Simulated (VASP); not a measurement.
These are PBE GGA, VASP's PBE PAW potentials (set 64) (plane waves; VASP 6.6.1) values and carry that method's errors.

VASP input:

KPOINTS:
```
Automatic mesh
0
Gamma
9 9 5
0 0 0
```

File POSCAR:
```
BN
4.2254280
  0.3023510426  -0.5236874200   0.0000000000
  0.3023510426   0.5236874200   0.0000000000
  0.0000000000   0.0000000000   1.0000000151
B N
2 2
Direct
  0.6666670000   0.3333330000   0.5002373476
  0.3333330000   0.6666670000   0.0002373476
  0.6666670000   0.3333330000   0.8747626524
  0.3333330000   0.6666670000   0.3747626524
```

INCAR:
```
SYSTEM = BN
PREC = Accurate; ENCUT = 520; LREAL = .FALSE.
LASPH = .TRUE.
EDIFF = 1E-6; NELM = 100; ALGO = Normal
ISMEAR = 0; SIGMA = 0.05
GGA = PE
LWAVE = .FALSE.; LCHARG = .TRUE.
```

POTCAR, in this order: B N (PBE.64 set). Program: vasp_std.

The resulting files:

### OSZICAR
```
       N       E                     dE             d eps       ncg     rms          rms(c)
DAV:   1     0.497223692001E+02    0.49722E+02   -0.87597E+03   864   0.130E+03
DAV:   2    -0.342864411148E+02   -0.84009E+02   -0.78896E+02  1204   0.273E+02
DAV:   3    -0.367292436136E+02   -0.24428E+01   -0.24344E+01  1144   0.472E+01
DAV:   4    -0.367425199208E+02   -0.13276E-01   -0.13271E-01  1044   0.362E+00
DAV:   5    -0.367426707251E+02   -0.15080E-03   -0.15078E-03  1128   0.362E-01    0.940E+00
DAV:   6    -0.349975075608E+02    0.17452E+01   -0.47878E+00  1072   0.181E+01    0.451E+00
DAV:   7    -0.348620877632E+02    0.13542E+00   -0.22270E-01  1032   0.465E+00    0.270E+00
DAV:   8    -0.348332478187E+02    0.28840E-01   -0.72132E-02   952   0.252E+00    0.222E-01
DAV:   9    -0.348324360953E+02    0.81172E-03   -0.21176E-03  1124   0.483E-01    0.121E-01
DAV:  10    -0.348326779825E+02   -0.24189E-03   -0.39541E-04  1016   0.198E-01    0.262E-02
DAV:  11    -0.348326833750E+02   -0.53925E-05   -0.68238E-05  1108   0.719E-02    0.136E-02
DAV:  12    -0.348326843311E+02   -0.95605E-06   -0.95558E-06  1088   0.304E-02
   1 F= -.34832684E+02 E0= -.34832684E+02  d E =-.449084E-16
```

### OUTCAR
```
------------------------ aborting loop because EDIFF is reached ----------------------------------------
  FORCE on cell =-STRESS in cart. coord.  units (eV):
  Direction    XX          YY          ZZ          XY          YZ          ZX
  --------------------------------------------------------------------------------------
  Total       -0.0037232     -0.0037232     -0.0071273     -0.0000000      0.0000000      0.0000000
  in kB       -0.2496868     -0.2496868     -0.4779830     -0.0000000      0.0000000      0.0000000
  external PRESSURE =      -0.3257855 kB  Pullay stress =       0.0000000 kB
  volume of cell :       23.89
      direct lattice vectors                 reciprocal lattice vectors
     1.277562561 -2.212803488  0.000000000     0.391370266 -0.225957706  0.000000000
     1.277562561  2.212803488  0.000000000     0.391370266  0.225957706  0.000000000
     0.000000000  0.000000000  4.225428064     0.000000000  0.000000000  0.236662413
  FREE ENERGIE OF THE ION-ELECTRON SYSTEM (eV)
  ---------------------------------------------------
  free  energy   TOTEN  =       -34.8326843311 eV

  energy  without entropy=      -34.8326843311  energy(sigma->0) =      -34.83268433
```
(Selected blocks of OUTCAR.)

The compound is BN in the wurtzite structure, a metastable high-pressure form. It was relaxed first.
